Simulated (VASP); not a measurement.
The system is Ti3C.

```xyz
8
Lattice="5.1100 0.0000 0.0000 -2.5550 4.4254 0.0000 0.0000 0.0000 4.6700" Properties=species:S:1:pos:R:3 pbc="T T T"
Ti   -1.7041    2.9515    2.3350
Ti    1.7041    2.9515    0.0000
Ti    3.4081    0.0000    2.3350
Ti   -0.8509    1.4739    0.0000
Ti    0.8509    1.4739    2.3350
Ti    1.7019    0.0000    0.0000
C     2.5550    1.4751    3.5025
C     0.0000    2.9503    1.1675
```

The cell was built by a generator and needn't be a form met in nature.

| Item | Value |
| --- | --- |
| Program | VASP 6.6.1 |
| Task | relaxation of cell and atoms |
| Functional | PBE |
| Potentials or basis | VASP PAW PBE potentials, release 64 (Ti_sv, C) |
| Cutoff | 520 eV |
| k mesh | 4 × 4 × 4 |
| Occupations | gaussian, width 0.15 eV |
| Spin | no spin polarisation |

At the start: pressure 16.5 GPa; volume 13.20 Å³/atom.

Task: Where does the relaxation end?

Result: Over 5 steps the energy falls by 70.2 meV/atom and the volume is 14.52 Å³/atom (+10.0 %); space group P6_322 (No. 182, to 0.05 Å).

The path:
```tsv
step	energy change (eV)	largest force (eV/Å)	pressure (GPa)	volume (Å³)
1	0.0000	0.1520	16.52	105.61
2	0.0753	0.7864	-13.97	127.78
3	-0.4815	0.5038	-0.68	115.66
4	-0.5506	0.2132	-0.46	115.98
5	-0.5615	0.0577	-0.21	116.14
```

Final structure:
```yaml
crystal:
  lattice:
    - [5.20558, 0.00000, 0.00000]
    - [-2.60279, 4.50817, 0.00000]
    - [0.00000, 0.00000, 4.94883]
  atoms:
    - { symbol: Ti, position: [0.00000, 0.65973, 0.50000] }
    - { symbol: Ti, position: [0.65973, 0.65973, 0.00000] }
    - { symbol: Ti, position: [0.65973, 0.00000, 0.50000] }
    - { symbol: Ti, position: [0.00000, 0.34027, 0.00000] }
    - { symbol: Ti, position: [0.34027, 0.34027, 0.50000] }
    - { symbol: Ti, position: [0.34027, 0.00000, 0.00000] }
    - { symbol: C, position: [0.66667, 0.33333, 0.75000] }
    - { symbol: C, position: [0.33333, 0.66667, 0.25000] }
```
